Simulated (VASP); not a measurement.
Given:

```
CELL_PARAMETERS angstrom
      0.00000     3.07298     3.07298
      3.07298     0.00000     3.07298
      3.07298     3.07298     0.00000
ATOMIC_POSITIONS crystal
  Pb 0.00000 0.00000 0.00000
  Se 0.50000 0.50000 0.50000
```

Computed with r2SCAN+rVV10, VASP's PBE PAW potentials (set 64) (plane waves; VASP 6.6.1). Run with 520 eV cut-off, 8×8×8 Γ-centred mesh, tetrahedra with Blöchl corrections, potentials Pb_d Se.

Unless said otherwise, spin-orbit coupling is left out, though it shifts the bands of the heavy elements here.

Problem. Predict the energy per atom (σ→0), band gap (over mesh and band path) with the smallest direct gap where there is one.

Solution. 
The band gap (over mesh and band path) is 0.58 eV, the smallest direct gap (over mesh and band path) is 0.58 eV and the energy per atom (σ→0) is -35.707 eV/atom.

Only differences to runs with the same potentials and settings are physical.

The compound is PbSe in the rock salt structure. It was relaxed first.
